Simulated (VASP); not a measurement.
# A VASP study of TiAl3 (PBEsol): structure first, properties next, part 3 of 5

Wanted: the relaxed cell of TiAl3 and its properties. The start is a computed cell from the Materials Project.

VASP 6.6.1; PBEsol; plane waves and PAW (Ti_sv, Al).

Still holding for the runs below: This run has no spin polarisation. Its electron count is odd, so without a moment it is a metal by construction.

So far. Step 2 (Relaxing cell and atoms (PBEsol)): It ends with forces that vanish by symmetry and a pressure of 0.03 GPa. Step 3 (Density, ELF and potential (PBEsol)): In this run the pressure is -0.06 GPa, small enough to go on. The relaxed cell has a = 3.812, c = 8.561 Å (conventional setting).

### Step 4. Bands along the symmetry lines (PBEsol)

The mesh alone shows little of the dispersion and can miss band extrema, so KPOINTS_OPT adds a path through the symmetry points after the self-consistent cycle.

The input, INCAR:

```
SYSTEM = TiAl3
PREC = Accurate
ENCUT = 400
EDIFF = 1E-06
NELM = 100
ISMEAR = 1
SIGMA = 0.2
LREAL = .FALSE.
ALGO = Normal
GGA = PS
NBANDS = 24
LASPH = .TRUE.
LORBIT = 11
LWAVE = .FALSE.
LCHARG = .FALSE.
KPAR = 4
```

The input, POSCAR:

```
TiAl3
1.0
    0.0000000000     -3.8121898902      0.0000000000
   -3.8121898902      0.0000000000      0.0000000000
    1.9060949451     -1.9060949451     -4.2804033547
Ti Al
1 3
Direct
    0.0000000000      0.0000000000      0.0000000000
    0.5000000000      0.5000000000      0.0000000000
    0.7500000000      0.7500000000      0.5000000000
    0.2500000000      0.2500000000      0.5000000000
```

The input, KPOINTS:

```
Automatic mesh
0
Gamma
7 7 7
0 0 0
```

The input, KPOINTS_OPT:

```
Line mode
16
Line-mode
Reciprocal
  0.00000000   0.00000000   0.00000000 GAMMA
  0.50000000  -0.50000000   0.50000000 X

  0.50000000  -0.50000000   0.50000000 X
  0.59914930  -0.40085070   0.50000000 Y

  0.59914930  -0.40085070   0.50000000 Y
  0.59914930   0.00000000   0.29957465 S

  0.59914930   0.00000000   0.29957465 S
  0.00000000   0.00000000   0.00000000 GAMMA

  0.00000000   0.00000000   0.00000000 GAMMA
  0.00000000   0.00000000  -0.50000000 Z

  0.00000000   0.00000000  -0.50000000 Z
  0.40085070   0.00000000  -0.29957465 S1

  0.40085070   0.00000000  -0.29957465 S1
  0.50000000   0.00000000   0.00000000 N

  0.50000000   0.00000000   0.00000000 N
  0.50000000  -0.50000000   0.25000000 P

  0.50000000  -0.50000000   0.25000000 P
  0.40085070  -0.40085070  -0.09914930 Y1

  0.40085070  -0.40085070  -0.09914930 Y1
  0.00000000   0.00000000  -0.50000000 Z

  0.50000000  -0.50000000   0.50000000 X
  0.50000000  -0.50000000   0.25000000 P
```

The projector-augmented-wave data sets are Ti_sv and Al (PBE family, release 64).

On the command line:

```console
$ mpirun -np 4 vasp_std
```

What it wrote:

```text
[banner, memory and clock lines left out]
running    4 mpi-ranks, on    1 nodes
 distrk:  each k-point on    1 cores,    4 groups
 distr:  one band on    1 cores,    1 groups

 POSCAR found type information on POSCAR TiAl
 POSCAR found :  2 types and       4 ions
 [... a notice as in an earlier step ...]

 LDA part: xc-table for (Slater+PW92), standard interpolation
 POSCAR, INCAR and KPOINTS ok, starting setup
 FFT: planning ... GRIDC
 FFT: planning ... GRID_SOFT
 FFT: planning ... GRID
 WAVECAR not read
 entering main loop
       N       E                     dE             d eps       ncg     rms          rms(c)
DAV:   1     0.115699167353E+03    0.11570E+03   -0.74715E+03  1920   0.673E+02
DAV:   2    -0.173192105046E+02   -0.13302E+03   -0.12696E+03  2048   0.213E+02
DAV:   3    -0.241187333238E+02   -0.67995E+01   -0.66931E+01  2584   0.477E+01
DAV:   4    -0.243233357518E+02   -0.20460E+00   -0.20438E+00  2264   0.789E+00
DAV:   5    -0.243303617259E+02   -0.70260E-02   -0.70257E-02  2648   0.141E+00    0.114E+01
DAV:   6    -0.230320446665E+02    0.12983E+01   -0.11732E+01  2112   0.263E+01    0.665E+00
DAV:   7    -0.223203980493E+02    0.71165E+00   -0.60887E+00  2152   0.151E+01    0.320E+00
DAV:   8    -0.222939473479E+02    0.26451E-01   -0.87921E-01  2256   0.649E+00    0.208E+00
DAV:   9    -0.222260028623E+02    0.67944E-01   -0.38153E-01  2248   0.408E+00    0.313E-01
DAV:  10    -0.222278523339E+02   -0.18495E-02   -0.74994E-03  2304   0.485E-01    0.386E-01
DAV:  11    -0.222255935737E+02    0.22588E-02   -0.57511E-03  2272   0.465E-01    0.975E-02
DAV:  12    -0.222255338952E+02    0.59678E-04   -0.55737E-04  2608   0.127E-01    0.439E-02
DAV:  13    -0.222255354993E+02   -0.16041E-05   -0.15925E-05  2144   0.224E-02    0.455E-02
DAV:  14    -0.222255356315E+02   -0.13216E-06   -0.30866E-07  1600   0.335E-03
   1 F= -.22225536E+02 E0= -.22225947E+02  d E =0.123515E-02
 Start KPOINTS_OPT (optional k-point list driver)
k-point batch [1-40\176]
       N       E                     dE             ncg
DAV:   1    -0.186939931934E+04   -0.23925E+05     1920
DAV:   2    -0.704717637582E+04   -0.51778E+04     2032
DAV:   3    -0.731261775468E+04   -0.26544E+03     2680
DAV:   4    -0.731964144187E+04   -0.70237E+01     2312
DAV:   5    -0.731986865231E+04   -0.22721E+00     2536
DAV:   6    -0.731987730930E+04   -0.86570E-02     2400
DAV:   7    -0.731987771357E+04   -0.40427E-03     2608
DAV:   8    -0.731987773330E+04   -0.19723E-04     2144
DAV:   9    -0.731987773423E+04   -0.93157E-06     1808
[...]
k-point batch [161-176\176]
       N       E                     dE             ncg
DAV:   1     0.122249072831E+05   -0.11623E+05      776
DAV:   2     0.101748024572E+05   -0.20501E+04      776
DAV:   3     0.100734486998E+05   -0.10135E+03     1048
DAV:   4     0.100706618283E+05   -0.27869E+01      992
DAV:   5     0.100705776879E+05   -0.84140E-01      992
DAV:   6     0.100705743849E+05   -0.33030E-02     1024
DAV:   7     0.100705742327E+05   -0.15214E-03     1032
DAV:   8     0.100705742254E+05   -0.73302E-05      960
DAV:   9     0.100705742251E+05   -0.26279E-06      776
```

Run time: 98 s. Hardware: 4 MPI ranks of AMD EPYC 7571, shared host; peak memory 0.76 GiB.

OUTCAR, selected parts (step 4):

```text
The static configuration has the point symmetry D_4h.

 Found     40 irreducible k-points:

   k-points           NKPTS =     40   k-points in BZ     NKDIM =     40   number of bands    NBANDS=     24

   NELECT =      21.0000    total number of electrons

 E-fermi :   8.3356

 k-point     1 :       0.0000    0.0000    0.0000
  band No.  band energies     occupation
    ...
      6       5.4551      2.00000
      7       5.6914      2.00000
      8       6.9070      2.00000
      9       7.1150      2.00000
     10       7.1150      2.00000
     11       9.1897     -0.00000
     12      10.1222     -0.00000
     13      10.1222     -0.00000
     14      10.5732     -0.00000
     15      10.8745     -0.00000
    ...

 k-point     2 :       0.1429    0.0000   -0.0000
  band No.  band energies     occupation
    ...
      6       4.7598      2.00000
      7       6.0054      2.00000
      8       6.5408      2.00000
      9       6.9464      2.00000
     10       7.2666      2.00000
     11       8.5949     -0.06948
     12       9.5863     -0.00000
     13      10.3602     -0.00000
     14      10.8290     -0.00000
     15      11.4531     -0.00000
    ...

  Total       -0.0404677     -0.0404677     -0.0323614      0.0000000      0.0000000      0.0000000
  in kB       -1.0422826     -1.0422826     -0.8334963      0.0000000      0.0000000      0.0000000
  external PRESSURE =      -0.9726872 kB  Pullay stress =       0.0000000 kB

 POSITION                                       TOTAL-FORCE (eV/Angst)
 -----------------------------------------------------------------------------------
      0.00000      0.00000      0.00000        -0.000000     -0.000000      0.000000
     -1.90609     -1.90609      0.00000        -0.000000     -0.000000      0.000000
     -1.90609     -3.81219     -2.14020        -0.000000      0.000000     -0.000000
      0.00000     -1.90609     -2.14020         0.000000     -0.000000      0.000000
 -----------------------------------------------------------------------------------
    total drift:                                0.000000     -0.000000      0.000000

  FREE ENERGIE OF THE ION-ELECTRON SYSTEM (eV)
  ---------------------------------------------------
  free  energy   TOTEN  =       -22.2255356315 eV

  energy  without entropy=      -22.2267707806  energy(sigma->0) =      -22.22594735

 total charge
# of ion       s       p       d       tot
------------------------------------------
    1        2.168   6.120   2.032  10.320
    2        0.446   0.378   0.000   0.824
    3        0.407   0.408   0.000   0.816
    4        0.407   0.408   0.000   0.816
--------------------------------------------------
tot          3.429   7.315   2.032  12.776

[... 7 parts as in an earlier step ...]

[... 5 further parts left out ...]
```

The cell is typed on its shortest vectors, so the axes of tensors and the coordinates of k-points follow the printed cell and not the standard setting.

Numbers from this step:

```
SCF cycles : 14
bands      : 24
pressure   : -0.09727 GPa
```

The electronic bands at the labelled points (eV, zero at the Fermi level; # counts the bands kept, so #1 is VASP's band 5):

| point | #4 | #5 | #6 | #7 | #8 | #9 | #10 | #11 |
| --- | --- | --- | --- | --- | --- | --- | --- | --- |
| Γ | -1.43 | -1.22 | -1.22 | 0.85 | 1.79 | 1.79 | 2.24 | 2.54 |
| 0.47 of the way | -2.27 | -2.17 | -1.52 | -1.23 | 2.00 | 2.08 | 2.24 | 3.26 |
| X | -3.78 | -2.69 | -2.21 | -1.00 | 1.80 | 1.97 | 2.70 | 2.87 |
| 0.47 of the way | -3.20 | -3.06 | -1.87 | -0.97 | 1.85 | 1.90 | 2.52 | 2.96 |
| Y | -3.61 | -2.23 | -1.37 | -0.87 | 1.71 | 1.93 | 2.22 | 3.37 |
| 0.47 of the way | -2.74 | -0.74 | -0.73 | -0.35 | 1.51 | 1.84 | 2.12 | 3.90 |
| S | -1.06 | -0.77 | -0.63 | 0.58 | 1.63 | 2.15 | 3.08 | 3.23 |
| 0.53 of the way | -2.14 | -1.76 | -0.67 | -0.42 | 1.27 | 1.83 | 3.63 | 3.76 |
| Γ | -1.43 | -1.22 | -1.22 | 0.85 | 1.79 | 1.79 | 2.24 | 2.54 |
| 0.47 of the way | -1.10 | -1.10 | -0.31 | 0.91 | 1.27 | 1.27 | 1.69 | 3.40 |
| Z | -0.89 | -0.89 | -0.24 | 0.72 | 0.72 | 0.97 | 3.08 | 4.84 |
| 0.53 of the way | -0.99 | -0.94 | 0.20 | 0.76 | 0.95 | 1.27 | 3.73 | 4.82 |
| S1 | -1.06 | -0.77 | -0.63 | 0.58 | 1.63 | 2.15 | 3.08 | 3.23 |
| 0.47 of the way | -1.67 | -1.05 | -0.40 | 0.51 | 1.75 | 2.24 | 2.71 | 3.55 |
| N | -2.95 | -1.05 | -0.27 | 0.52 | 1.83 | 2.12 | 2.75 | 3.20 |
| 0.53 of the way | -3.06 | -2.10 | -1.73 | -0.37 | 1.18 | 1.88 | 2.47 | 2.84 |
| P | -4.27 | -1.83 | -1.83 | -1.16 | 0.87 | 1.80 | 1.97 | 3.22 |
| 0.53 of the way | -3.34 | -2.82 | -1.45 | -1.19 | 1.69 | 1.90 | 1.91 | 3.08 |
| Y1 | -3.61 | -2.23 | -1.37 | -0.87 | 1.71 | 1.93 | 2.22 | 3.37 |
| 0.53 of the way | -3.12 | 0.08 | 0.08 | 0.62 | 0.63 | 1.51 | 3.56 | 5.28 |
| Z | -0.89 | -0.89 | -0.24 | 0.72 | 0.72 | 0.97 | 3.08 | 4.84 |
| jump to X | -3.78 | -2.69 | -2.21 | -1.00 | 1.80 | 1.97 | 2.70 | 2.87 |
| 0.53 of the way | -4.08 | -2.39 | -1.66 | -1.28 | 1.54 | 1.80 | 1.97 | 3.23 |
| P | -4.27 | -1.83 | -1.83 | -1.16 | 0.87 | 1.80 | 1.97 | 3.22 |

Of the projections kept (Ti, Al), the largest for each band there; the rest of the weight can lie on other orbitals:

| point | #4 | #5 | #6 | #7 | #8 | #9 | #10 | #11 |
| --- | --- | --- | --- | --- | --- | --- | --- | --- |
| Γ | Ti 0.89 | Ti 0.65 | Ti 0.65 | Ti 1.00 | Al 0.69 | Al 0.69 | Ti 0.61 | Al 1.00 |
| X | Al 0.91 | Al 0.68 | Ti 0.60 | Ti 0.82 | Ti 1.00 | Ti 1.00 | Al 0.62 | Ti 0.96 |
| Y | Al 0.59 | Al 0.65 | Ti 0.67 | Ti 0.83 | Ti 0.95 | Ti 0.98 | Ti 0.73 | Ti 0.94 |
| S | Ti 0.72 | Ti 0.85 | Ti 0.75 | Ti 0.94 | Ti 0.96 | Ti 0.67 | Ti 0.74 | Al 0.83 |
| Γ | Ti 0.89 | Ti 0.65 | Ti 0.65 | Ti 1.00 | Al 0.69 | Al 0.69 | Ti 0.61 | Al 1.00 |
| Z | Al 0.85 | Al 0.85 | Ti 0.91 | Ti 0.99 | Ti 0.99 | Ti 1.00 | Ti 0.93 | Ti 0.63 |

There is no gap at this level.

### Step 5. Total and projected DOS (PBEsol)

A density of states needs more k-points than a total energy; ISMEAR = -5 takes tetrahedra, and LORBIT projects the states on the PAW spheres. The mesh is finer than in the run before.

INCAR: that of step 4 with these lines changed.

```diff
@@ -5,3 +5,3 @@
 NELM = 100
-ISMEAR = 1
+ISMEAR = -5
 SIGMA = 0.2
@@ -16 +16,2 @@
 KPAR = 4
+NEDOS = 2001
```

POSCAR is that of step 4.

The input, KPOINTS:

```
Automatic mesh
0
Gamma
10 10 10
0 0 0
```

On the command line:

```console
$ mpirun -np 4 vasp_std
```

What it wrote:

```text
[... set-up lines as in an earlier step ...]
 entering main loop
       N       E                     dE             d eps       ncg     rms          rms(c)
DAV:   1     0.114559435284E+03    0.11456E+03   -0.74477E+03  4904   0.673E+02
DAV:   2    -0.171861252249E+02   -0.13175E+03   -0.12628E+03  5216   0.211E+02
DAV:   3    -0.241027290828E+02   -0.69166E+01   -0.68408E+01  6696   0.483E+01
DAV:   4    -0.243203451539E+02   -0.21762E+00   -0.21716E+00  5976   0.791E+00
DAV:   5    -0.243268872689E+02   -0.65421E-02   -0.65356E-02  6592   0.135E+00    0.114E+01
DAV:   6    -0.230096813067E+02    0.13172E+01   -0.11369E+01  5384   0.262E+01    0.660E+00
DAV:   7    -0.223199934955E+02    0.68969E+00   -0.59939E+00  5432   0.150E+01    0.320E+00
DAV:   8    -0.222886862685E+02    0.31307E-01   -0.85920E-01  5792   0.640E+00    0.200E+00
DAV:   9    -0.222245677056E+02    0.64119E-01   -0.37187E-01  5728   0.400E+00    0.313E-01
DAV:  10    -0.222261847063E+02   -0.16170E-02   -0.67661E-03  5824   0.454E-01    0.377E-01
DAV:  11    -0.222239506318E+02    0.22341E-02   -0.60537E-03  5976   0.465E-01    0.863E-02
DAV:  12    -0.222239206139E+02    0.30018E-04   -0.42475E-04  6432   0.108E-01    0.463E-02
DAV:  13    -0.222239214989E+02   -0.88505E-06   -0.10724E-05  5584   0.179E-02    0.442E-02
DAV:  14    -0.222239215833E+02   -0.84393E-07   -0.11989E-07  4056   0.226E-03
   1 F= -.22223922E+02 E0= -.22223922E+02  d E =0.000000E+00
 -----------------------------------------------------------------------------
|                                                                             |
|           W    W    AA    RRRRR   N    N  II  N    N   GGGG   !!!           |
|           W    W   A  A   R    R  NN   N  II  NN   N  G    G  !!!           |
|           W    W  A    A  R    R  N N  N  II  N N  N  G       !!!           |
|           W WW W  AAAAAA  RRRRR   N  N N  II  N  N N  G  GGG   !            |
|           WW  WW  A    A  R   R   N   NN  II  N   NN  G    G                |
|           W    W  A    A  R    R  N    N  II  N    N   GGGG   !!!           |
|                                                                             |
|     Tetrahedron method does not include variations of the Fermi             |
|     occupations, so forces and stress will be inaccurate. We suggest        |
|     using a different smearing scheme ISMEAR = 1 or 2 for metals in         |
|     relaxations.                                                            |
|                                                                             |
 -----------------------------------------------------------------------------
```

Elapsed: 66 s, on 4 MPI ranks; peak memory 0.87 GiB; 4.3 min of CPU time.

From OUTCAR (step 5):

```text
   k-points           NKPTS =    102   k-points in BZ     NKDIM =    102   number of bands    NBANDS=     24

   NELECT =      21.0000    total number of electrons

 E-fermi :   8.3134

 k-point     1 :       0.0000    0.0000    0.0000
  band No.  band energies     occupation
    ...
      6       5.4545      2.00000
      7       5.6912      2.00000
      8       6.9076      2.00000
      9       7.1146      2.00000
     10       7.1146      2.00000
     11       9.1907      0.00000
     12      10.1218      0.00000
     13      10.1218      0.00000
     14      10.5730      0.00000
     15      10.8755      0.00000
    ...

  Total        0.0207679      0.0207679     -0.0977814      0.0000000     -0.0000000     -0.0000000
  in kB        0.5348953      0.5348953     -2.5184487      0.0000000     -0.0000000     -0.0000000
  external PRESSURE =      -0.4828860 kB  Pullay stress =       0.0000000 kB

 POSITION                                       TOTAL-FORCE (eV/Angst)
 -----------------------------------------------------------------------------------
      0.00000      0.00000      0.00000         0.000000      0.000000      0.000000
     -1.90609     -1.90609      0.00000         0.000000      0.000000      0.000000
     -1.90609     -3.81219     -2.14020         0.000000     -0.000000      0.000000
      0.00000     -1.90609     -2.14020        -0.000000     -0.000000      0.000000
 -----------------------------------------------------------------------------------
    total drift:                                0.000000     -0.000000      0.000000

  FREE ENERGIE OF THE ION-ELECTRON SYSTEM (eV)
  ---------------------------------------------------
  free  energy   TOTEN  =       -22.2239215833 eV

  energy  without entropy=      -22.2239215833  energy(sigma->0) =      -22.22392158

[... 6 parts as in an earlier step ...]

[... 10 further parts left out ...]
```

With tetrahedra the forces and stress of a metal are not exact derivatives of the energy.

This step gave:

| Item | Value |
| --- | --- |
| irreducible k-points | 102 |
| free energy (TOTEN) | -22.22 eV |
| Fermi energy | 8.313 eV |
| pressure | -0.04829 GPa |
| DOS at the Fermi level | 1.688 states/eV/cell |

The density of states has structure finer than the step of the table below, so its rows give means over 0.5 eV, whole bins alone (the curve runs from -12.0 to 3.85 eV). Peaks (eV: height): total -1.03: 4.15, 1.84: 5.54, 3.00: 2.77, 3.47: 3.73; Ti d -0.33: 1.27, 1.84: 3.49, 3.00: 1.41, 3.39: 1.57; Al p -1.03: 0.498, 1.68: 0.247, 2.77: 0.177, 3.54: 0.180; Al s -7.47: 0.206, -6.38: 0.229, -4.44: 0.236, 3.47: 0.369; Ti p -1.03: 0.0642, 1.99: 0.0689, 2.23: 0.0643, 3.62: 0.0675.

States under -12.0 eV and over 3.9 eV are left out. Density of states against energy, zero at the Fermi level; means over each step; values in states/eV/cell:

| energy (eV) | total | Ti d | Al p | Al s | Ti p | Ti s |
| --- | --- | --- | --- | --- | --- | --- |
| -10.5 | 0 | 0 | 0 | 0 | 0 | 0 |
| -10.0 | 0.0979 | 0 | 4.9e-4 | 0.0242 | 2.6e-4 | 0.00431 |
| -9.5 | 0.320 | 1.2e-4 | 0.00363 | 0.0775 | 0.00188 | 0.0127 |
| -9.0 | 0.467 | 7.1e-4 | 0.00923 | 0.110 | 0.00463 | 0.0157 |
| -8.5 | 0.623 | 0.00200 | 0.0169 | 0.145 | 0.00874 | 0.0161 |
| -8.0 | 0.678 | 0.00404 | 0.0239 | 0.153 | 0.0114 | 0.0139 |
| -7.5 | 0.838 | 0.00784 | 0.0354 | 0.184 | 0.0162 | 0.0134 |
| -7.0 | 0.680 | 0.0111 | 0.0343 | 0.140 | 0.0121 | 0.0133 |
| -6.5 | 1.03 | 0.0255 | 0.0629 | 0.198 | 0.0180 | 0.0178 |
| -6.0 | 1.00 | 0.0349 | 0.0698 | 0.183 | 0.0159 | 0.0133 |
| -5.5 | 0.820 | 0.0352 | 0.0652 | 0.137 | 0.0117 | 0.0110 |
| -5.0 | 0.983 | 0.0446 | 0.0855 | 0.145 | 0.0147 | 0.0238 |
| -4.5 | 1.35 | 0.0743 | 0.111 | 0.203 | 0.0262 | 0.0286 |
| -4.0 | 1.24 | 0.0884 | 0.117 | 0.155 | 0.0220 | 0.0286 |
| -3.5 | 1.32 | 0.103 | 0.152 | 0.119 | 0.0250 | 0.0314 |
| -3.0 | 1.26 | 0.115 | 0.156 | 0.0908 | 0.0284 | 0.0260 |
| -2.5 | 1.77 | 0.218 | 0.201 | 0.135 | 0.0447 | 0.0250 |
| -2.0 | 1.96 | 0.307 | 0.237 | 0.102 | 0.0514 | 0.0178 |
| -1.5 | 2.56 | 0.566 | 0.311 | 0.0819 | 0.0538 | 0.0164 |
| -1.0 | 3.38 | 0.996 | 0.390 | 0.0669 | 0.0515 | 0.0133 |
| -0.5 | 2.63 | 1.04 | 0.227 | 0.0396 | 0.0251 | 0.00864 |
| 0.0 | 1.78 | 0.865 | 0.122 | 0.0188 | 0.00895 | 0.00471 |
| 0.5 | 1.20 | 0.714 | 0.0526 | 0.00411 | 0.00415 | 5.0e-4 |
| 1.0 | 0.789 | 0.413 | 0.0443 | 0.00644 | 0.00911 | 0.00591 |
| 1.5 | 3.75 | 1.96 | 0.203 | 0.0668 | 0.0402 | 0.0649 |
| 2.0 | 4.02 | 2.18 | 0.199 | 0.0494 | 0.0569 | 0.0643 |
| 2.5 | 1.95 | 0.729 | 0.121 | 0.0780 | 0.0435 | 0.0490 |
| 3.0 | 2.33 | 1.03 | 0.115 | 0.164 | 0.0328 | 0.0358 |
| 3.5 | 3.22 | 1.32 | 0.159 | 0.305 | 0.0575 | 0.0430 |

The finer mesh and the other smearing move the Fermi level by -0.02 eV from the 7×7×7 run, a small shift, which tests the Fermi level alone. Of the states within 0.3 eV of the Fermi level, the largest shares in the PAW spheres are Ti d 49 % and Al p 7 %. The rest lies in smaller channels or between the spheres.

(Continued in part 4 of 5.)

[Lines on the potential files, build, host, timing and source positions are cut from VASP's logs without a mark.]

[Logs are printed without paths, hosts, clocks, repeated set-up lines and the standing remarks that a program may print on its own settings, such as how far it seeks lower states.]

[Hosts, paths, dates, database ids (printed as entryN), source tags and the programs' standing remarks are cut or masked in the printed files.]

[A measured line is paired with the nearest computed mode of its activity, which favours agreement.]
